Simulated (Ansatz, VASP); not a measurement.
# BAs in two plane-wave programs, part 2 of 2

Wanted: the spread between two codes on one cell, functional and k mesh. The cell is taken from a series of runs on this material, whose earlier steps may have relaxed, scaled, displaced or heated it; both programs get it as it stands.

VASP 6.6.1 and Ansatz 0.2.0.

So far: The starting structure; VASP: dielectric response, r2SCAN.

## 3. Ansatz: dielectric response, r2SCAN

Level of this step: Ansatz beside VASP: Kohn-Sham DFT, plane waves, r2SCAN (Ansatz).

Ansatz runs on its default PAW (the set named soft_2) files.

The same cell, functional and mesh now go to Ansatz, which takes its cutoff from its data sets.

File input.yaml:

```yaml
crystal:
  lattice:
    - [0.0, 2.3885, 2.3885]
    - [2.3885, 0.0, 2.3885]
    - [2.3885, 2.3885, 0.0]
  atoms:
    - { symbol: B, position: [0.0, 0.0, 0.0] }
    - { symbol: As, position: [0.25, 0.25, 0.25] }
kpoints:
  mp_grid: { grid: [8, 8, 8] }
hamiltonian:
  xc: r2scan
scf:
  occupations: { method: fixed }
dielectric: {}
```

Command:

```console
$ ansatz run input.yaml --threads 3 --pin off --max-ram 92160MiB --backend cuda --devices 1 --max-vram 13GiB --events-out ev --progress --plain --runs-dir out
```

Numbers of over 12 decimals in the logs are rounded to 6 here.

Log:

```text
GPUs: using 1 of 1 available (devices: 1).
Engine: ansatz 0.2.0, x86_64-unknown-linux-gnu
Pseudopotentials: kind: paw
Pseudopotential: B, paw, valence charge 3, recommended cutoff 500 eV (meta_gga), B.paw.azcp
Pseudopotential: As, paw, valence charge 15, recommended cutoff 500 eV (meta_gga), As.paw.azcp
Functional definition: r2SCAN
  parameter k0 = 0.174
  parameter k1 = 0.065
  parameter a1 = 4.9479
  exchange = r2scan_x(k0 = k0, k1 = k1, a1 = a1)
  correlation = r2scan_c
device memory: the entry about to start is reckoned to put 1.5 GiB on a device that reports 53.5 GiB free (of which the cap on the GPU budget leaves the run 13.0 GiB)
GPU FFT provider: cuFFT
GPU libraries: cuBLAS 13.8.2, cuFFT 12.4.0, cuSOLVER 12.3.4
Crystal: 2 atoms, lattice volume = 27.252 Å³
Basis set: ecut = 500 eV, 701 PW (Γ), exchange–correlation on 100×100×100 points (64 copies of the dense FFT grid, shifted against one another)
Bands: 13, of which v1, the nominal top of the filled ones, is band 9 counted from 1 (8 counted from 0)
Symmetry: 24 space group operations
k-points: 95 of 512 (irreducible under 4 space group operations, time reversal used)
Non-local potential: B, projectors of the file, l = 0: 2, l = 1: 2, l = 2: 1
Non-local potential: As, projectors of the file, l = 0: 2, l = 1: 2, l = 2: 3, l = 3: 1
PAW form: soft (Blöchl's): semilocal exchange-correlation on the pseudo side does not see the compensation charge
PAW frozen core: B, regenerated for the run's functional (the file was generated under x = pbe(κ = 0.804, μ = 0.219515), c = pbe(β = 0.066725))
PAW frozen core: As, regenerated for the run's functional (the file was generated under x = pbe(κ = 0.804, μ = 0.219515), c = pbe(β = 0.066725))
PAW one-centre angular grid: B, 302 points (default); XC on 160 Gauss nodes
PAW one-centre angular grid: As, 590 points (default); XC on 160 Gauss nodes
Initial density: superposition of atomic densities (neutral atoms: chi_scale 0, normalization atom), corrected by the library's trained network
Initial wavefunctions: pseudopotential atomic-orbital guess
GPU buffer pool allocated for 15625 grid points (all kernels)
GPU transforms: local potential and band sums: pruned to the plane-wave sphere, on 25×25×25
Functional: x = r2scan, c = r2scan; τ floored in thin density (d = 2e-4 eV/Å³)
SCF iter   1: F=—  HF=-5021.314727 eV  |F-HF|=—  |Δ(HF+E_count)|=         —  Δρ=5.90e-3  dr2=1.04e-2  dr2_τ=9.55e-2  ethr=1.77e-3  ⟨swp⟩=4.2  Hψ=6238  notcnv=0  defer=129
preconditioner: auto → none  [insulator: Δε(μ)=1.351 eV  Ē_g=13.196 eV  n_scr=8 (ndim 8)  ℏωp=20.1 eV  f_vac=0.000  ε∞_Penn≈3.3]
SCF iter   2: F=—  HF=-5021.339192 eV  |F-HF|=—  |Δ(HF+E_count)|=   2.45e-2  Δρ=2.42e-3  dr2=8.52e-4  dr2_τ=1.14e-4  ethr=5.80e-5  ⟨swp⟩=2.2  Hψ=3072  notcnv=0  defer=175
SCF iter   3: F=—  HF=-5021.339284 eV  |F-HF|=—  |Δ(HF+E_count)|=   9.22e-5  Δρ=1.31e-3  dr2=2.09e-4  dr2_τ=3.18e-6  ethr=4.73e-6  ⟨swp⟩=3.0  Hψ=2287  notcnv=0  defer=179
SCF iter   4: F=—  HF=-5021.339351 eV  |F-HF|=—  |Δ(HF+E_count)|=   6.63e-5  Δρ=1.49e-4  dr2=2.86e-6  dr2_τ=1.20e-7  ethr=1.16e-6  ⟨swp⟩=1.9  Hψ=1380  notcnv=0  defer=164
SCF iter   5: F=—  HF=-5021.339366 eV  |F-HF|=—  |Δ(HF+E_count)|=   1.52e-5  Δρ=2.16e-5  dr2=5.58e-8  dr2_τ=2.15e-9  ethr=1.59e-8  ⟨swp⟩=2.3  Hψ=1505  notcnv=0  defer=16
SCF iter   6: F=—  HF=-5021.339366 eV  |F-HF|=—  |Δ(HF+E_count)|=   4.66e-9  Δρ=7.15e-6  dr2=9.65e-9  dr2_τ=3.07e-10  ethr=3.10e-10  ⟨swp⟩=2.1  Hψ=2099  notcnv=0  defer=17
SCF iter   7: F=—  HF=-5021.339366 eV  |F-HF|=—  |Δ(HF+E_count)|=   3.42e-9  Δρ=1.19e-6  dr2=3.88e-10  dr2_τ=1.24e-11  ethr=5.36e-11  ⟨swp⟩=2.0  Hψ=1592  notcnv=0  defer=17
SCF iter   8: F=-5021.339366 eV  HF=-5021.339366 eV  |F-HF|=1.82e-12  |Δ(HF+E_count)|=  1.07e-10  Δρ=2.04e-7  dr2=1.19e-11  dr2_τ=5.49e-13  ethr=1.00e-12  ⟨swp⟩=4.7  Hψ=4058  notcnv=0
SCF 1 converged in 8 iterations: F = -5021.339366 eV  dr2 = 1.19e-11
  greatest PAW one-centre occupation: 0.999 electrons in one spin orbital (limit 2), on the As atom at site 1 (counted from 0), in its partial waves of l = 2
the response reads at least the filled bands of the reference SCF and the lowest empty band at each k-point, and that SCF's band table does not vouch for those bands. The notice of the band table in this run's record says why
device memory: the entry about to start is reckoned to put 0.1 GiB on a device that reports 53.5 GiB free (of which the cap on the GPU budget leaves the run 13.0 GiB)
device memory: the entry about to start is reckoned to put 1.3 GiB on a device that reports 53.4 GiB free (of which the cap on the GPU budget leaves the run 13.0 GiB)
DFPT response loops at Γ: preconditioner auto → none (the input reference at scf.mixing.eps_inf says where Resta's filter doesn't serve); β = 0.50; Broyden in place of MSR1
── the response to a field inside a basis, on 8×8×8 k-points: an SCF that follows is theirs, and a resumed run solves both again ──
device memory: the entry about to start is reckoned to put 0.2 GiB on a device that reports 56.8 GiB free (of which the cap on the GPU budget leaves the run 13.0 GiB)
GPU FFT provider: cuFFT
GPU libraries: cuBLAS 13.8.2, cuFFT 12.4.0, cuSOLVER 12.3.4
Bands: 10, of which v1, the nominal top of the filled ones, is band 9 counted from 1 (8 counted from 0)
k-points: 60 of 512 (irreducible under 6 space group operations, time reversal used)
Initial density: handed on by an earlier stage of this run
Initial wavefunctions: pseudopotential atomic-orbital guess (no wavefunctions were taken with the density)
GPU buffer pool allocated for 15625 grid points (all kernels)
GPU transforms: band sums: pruned to the plane-wave sphere, on 25×25×25
Eigensolver: Dense (60 Hₖ)
SCF iter   1: F=—  HF=-5021.341243 eV  |F-HF|=—  |Δ(HF+E_count)|=         —  Δρ=1.17e-4  dr2=2.08e-6  dr2_τ=6.58e-7  ethr=1.00e-1
preconditioner: auto → none  [insulator: Δε(μ)=1.716 eV  Ē_g=10.312 eV  n_scr=8 (ndim 8)  ℏωp=20.1 eV  f_vac=0.001  ε∞_Penn≈4.8]
SCF iter   2: F=—  HF=-5021.341245 eV  |F-HF|=—  |Δ(HF+E_count)|=   1.42e-6  Δρ=6.06e-5  dr2=3.56e-7  dr2_τ=7.89e-8  ethr=1.15e-8
SCF iter   3: F=-5021.341245 eV  HF=-5021.341245 eV  |F-HF|=7.09e-8  |Δ(HF+E_count)|=   5.19e-7  Δρ=1.76e-5  dr2=3.36e-8  dr2_τ=3.31e-9  ethr=1.98e-9
SCF 1 converged in 3 iterations: F = -5021.341245 eV  dr2 = 3.36e-8
device memory: the entry about to start is reckoned to put 0.1 GiB on a device that reports 56.7 GiB free (of which the cap on the GPU budget leaves the run 13.0 GiB)
device memory: the entry about to start is reckoned to put 1.3 GiB on a device that reports 57.4 GiB free (of which the cap on the GPU budget leaves the run 13.0 GiB)
DFPT response loops at Γ: mixed as the last ones told, above
SCF converged after 8 iterations
Free energy (F): -5021.339366 eV
Harris-Foulkes:  -5021.339366 eV  (|F-HF|=1.82e-12)
Internal energy: -5021.339366 eV  (E = F + TS)
E sigma→0 (E₀):  -5021.339366 eV
Fermi energy:    11.038712 eV
--- Per-component energies (eV) ---
  E_band       = -222.637420
  E_kinetic    = 151.617239
  E_local      = -1694.362731  (includes V_loc(G=0)·N_el)
  E_nonlocal   = -657.623757
  E_hartree    = 941.120825
  E_xc         = -105.677114
  E_vxc        = -125.652830  (∫ρ·V_xc dr)
  E_paw        = -1929.162974  (= ΣΔE_a)
  E_vpaw       = 214.892714  (= ΣTr[D̂ρ^β])
  E_aug_tail   = -0.000007  (compensation charges beyond the density's cutoff)
  E_vtau       = 6.250349  (kinetic-family band-sum trace: ∫τ·v_τ [+ j·A + Jᵃ·Aᵃ] dr)
  E_ewald      = -1725.774997
  E_core_change = -1.475850  (= ΣΔE_core)
  E_smearing   = -0.000000  (= −TS)
  E_closure    = -0.000000  (closes the sum)
  Σ components = -5021.339366   (vs F -5021.339366, Δ=0.00e0)
--- Band table (eV; the first three rows and the last of 95) ---
  k-point 0: bands = [... 5 lower, -5.1259, 11.0387, 11.0387, 11.0387, 14.4802, 14.4802, 14.4802, 16.1578]
  k-point 1: bands = [... 5 lower, -4.8565, 8.9669, 10.5706, 10.5706, 14.7011, 15.0983, 15.0983, 17.4654]
  k-point 2: bands = [... 5 lower, -4.0718, 5.8434, 9.8139, 9.8139, 14.3906, 15.9556, 15.9556, 19.5753]
  k-point 94: bands = [... 5 lower, -0.4965, 2.4330, 5.3017, 5.6026, 16.7401, 17.5022, 18.2368, 18.4510]
--- Dielectric response (ions clamped): 3 representative field directions + reference, inside a basis on a mesh of 512 k-points (Σ response iterations 15) ---
  ε∞ (high-frequency dielectric tensor):
        9.302149     0.000000     0.000000
        0.000000     9.302149     0.000000
        0.000000     0.000000     9.302149
  Born effective charges Z* (e; rows j = field, columns β = displacement):
    site 0:
        -0.38475    0.00000   -0.00000
         0.00000   -0.38475   -0.00000
        -0.00000   -0.00000   -0.38475
    site 1:
         0.38475   -0.00000    0.00000
        -0.00000    0.38475    0.00000
         0.00000    0.00000    0.38475
  Z* charge neutrality: 6.839e-5 e pre-enforcement
  solved inside a basis spanned on kpoints, on 8×8×8 k-points, its susceptibility summed on 12×12×12: ε∞ is read to err by 3.2e-2, Z* by 1.5e-2 e (field_mesh: kpoints solves on kpoints); Z* is corrected for what the basis lacks
```

Reading the cycles: dr2 is the Hartree energy of the density residual (eV), the measure of convergence; HF is the Harris–Foulkes estimate of the energy, which meets the free energy F at convergence.

## 4. Side by side

Known differences besides the potentials themselves: VASP keeps PBE cores, Ansatz makes them for the functional; fixed occupations in Ansatz, narrow Gaussian smearing in VASP; VASP's response is taken on the typed mesh, Ansatz refines its own for the field response alone; the data sets hold 18 valence electrons in Ansatz (on its default PAW (the set named soft_2) files) and 8 in VASP; the cutoff is 500 eV in Ansatz and 460 eV in VASP; VASP takes ε∞ from a finite field, Ansatz from linear response. Total energies have different zeros and are not compared.

Compared:

| quantity | Ansatz | VASP | difference |
| --- | --- | --- | --- |
| ε∞ xx | 9.30 | 9.19 | +1.23 % |
| ε∞ yy | 9.30 | 9.19 | +1.23 % |
| ε∞ zz | 9.30 | 9.19 | +1.23 % |
| Born charge of B1 (mean of the diagonal) (e) | -0.38 | -0.41 | +0.03 |
| Born charge of As2 (mean of the diagonal) (e) | 0.38 | 0.41 | -0.03 |

## 5. What came out

```json
{
  "difference in ε∞ xx (dielectric response, r2SCAN)": "1.2 %"
}
```

What this shows: The difference in ε∞ xx is 1.2 % (dielectric response, r2SCAN), within the 5 % picked in this series as the mark of a large difference. The data sets hold unlike numbers of valence electrons (18 in Ansatz and 8 in VASP), so part of the differences comes from the potentials. How closely two codes agree says nothing of how well the functional describes the real material.

[Lines on the potential files, build, host, timing and source positions are cut from VASP's logs without a mark.]

[Logs are printed without paths, hosts, clocks, repeated set-up lines and the standing remarks that a program may print on its own settings, such as how far it seeks lower states.]

[Hosts, paths, dates, database ids (printed as entryN), source tags and the programs' standing remarks are cut or masked in the printed files.]
